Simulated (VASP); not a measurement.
# ScInTeSe: relaxation of cell and atoms with PBE

Crystal: ScInTeSe.

```
CELL_PARAMETERS angstrom
4.46085 0.00000 0.00000
0.00000 4.46085 0.00000
0.00000 0.00000 9.67314
ATOMIC_POSITIONS crystal
Sc 0.00000 0.50000 0.85998
Sc 0.50000 0.00000 0.14002
In 0.50000 0.50000 0.50000
In 0.00000 0.00000 0.50000
Te 0.50000 0.50000 0.00000
Te 0.00000 0.00000 0.00000
Se 0.00000 0.50000 0.33079
Se 0.50000 0.00000 0.66921
```

The cell was built by a generator and needn't be a form met in nature.

```json
{"Program": "VASP 6.6.1", "Task": "relaxation of cell and atoms", "Functional": "PBE", "Potentials or basis": "VASP PAW PBE potentials, release 64 (Sc_sv, In_d, Te, Se)", "Cutoff": "520 eV", "k mesh": "3 × 3 × 2", "Occupations": "gaussian, width 0.15 eV", "Spin": "no spin polarisation", "Further INCAR settings": "PREC = Normal; ALGO = Fast; EDIFF = 0.0001; IBRION = 2; EDIFFG = -0.08; NSW = 24; ISIF = 3"}
```

The relaxed volume is 29.17 Å³/atom. The relaxed cell is a = 5.020 Å, b = 5.020 Å, c = 9.262 Å, α = 90.00°, β = 90.00°, γ = 90.00°, the space group after relaxing (to 0.05 Å) is P4/nmm (No. 129) and the energy gained by relaxing is 434.4 meV/atom. The ionic steps are 15. The pressure after relaxing is 0.0 GPa, the largest force after relaxing is 0.055 eV/Å and the band gap on the k mesh is none (metal or under the smearing width).

Forces on the atoms (eV/Å):
```
Sc   0.000  0.000  0.016
Sc   0.000  0.000 -0.016
In   0.000  0.000  0.000
In   0.000  0.000  0.000
Te   0.000  0.000  0.000
Te   0.000  0.000  0.000
Se   0.000  0.000  0.055
Se   0.000  0.000 -0.055
```

The path:
| step | energy change (eV) | largest force (eV/Å) | pressure (GPa) | volume (Å³) |
| --- | --- | --- | --- | --- |
| 1 | 0.0000 | 4.2449 | 20.24 | 192.49 |
| 2 | 9.7862 | 1.0838 | -19.28 | 289.68 |
| 3 | -3.2784 | 0.4954 | 3.89 | 235.06 |
| 4 | -3.3569 | 0.2843 | 0.12 | 243.54 |
| 5 | -3.3594 | 0.2647 | -0.07 | 244.64 |
| 6 | -3.3599 | 0.2449 | -0.28 | 245.77 |
| 7 | -3.3909 | 0.1928 | -0.27 | 244.42 |
| 8 | -3.4306 | 0.1038 | -0.18 | 242.03 |
| 9 | -3.4605 | 0.2004 | 0.11 | 236.96 |
| 10 | -3.4606 | 0.1665 | 0.09 | 237.40 |
| 11 | -3.4607 | 0.2057 | 0.11 | 237.22 |
| 12 | -3.4656 | 0.0904 | -0.33 | 238.09 |
| 13 | -3.4657 | 0.0860 | -0.38 | 238.23 |
| 14 | -3.4696 | 0.0851 | -0.29 | 236.97 |
| 15 | -3.4749 | 0.0549 | -0.03 | 233.39 |

Final structure:
```
Sc In Te Se
1.0
     5.01989    0.00000    0.00000
     0.00000    5.01989    0.00000
     0.00000    0.00000    9.26159
Sc In Te Se
2 2 2 2
Direct
  0.00000 0.50000 0.84089
  0.50000 0.00000 0.15911
  0.50000 0.50000 0.50000
  0.00000 0.00000 0.50000
  0.50000 0.50000 0.00000
  0.00000 0.00000 0.00000
  0.00000 0.50000 0.32167
  0.50000 0.00000 0.67833
```

Levels at points of the mesh, in eV from the Fermi level:
| k point | band 32 | band 33 | band 34 | band 35 | band 36 | band 37 | band 38 | band 39 | band 40 | band 41 |
| --- | --- | --- | --- | --- | --- | --- | --- | --- | --- | --- |
| (0.00, 0.00, 0.00) | -2.54 | -1.66 | -1.16 | -0.89 | -0.89 | -0.81 | 0.40 | 0.64 | 0.93 | 1.44 |
| (0.00, 0.00, 0.50) | -2.25 | -2.10 | -0.91 | -0.91 | -0.91 | -0.17 | 0.41 | 0.57 | 0.61 | 0.93 |

Run time: 11 min on 1 thread of Intel(R) Xeon(R) Platinum 8488C (Sapphire Rapids) (shared host), peak memory 0.25 GiB.

Caveat: the k mesh is coarse (spacing up to 0.47 Å⁻¹), so the values aren't converged; the volume moved by over 15 % at a fixed basis, so the end points are rough; the relaxation stopped at a loose force limit of 0.08 eV/Å, so its end isn't a converged minimum. Spin-orbit coupling is left out, which matters for the levels of Te.
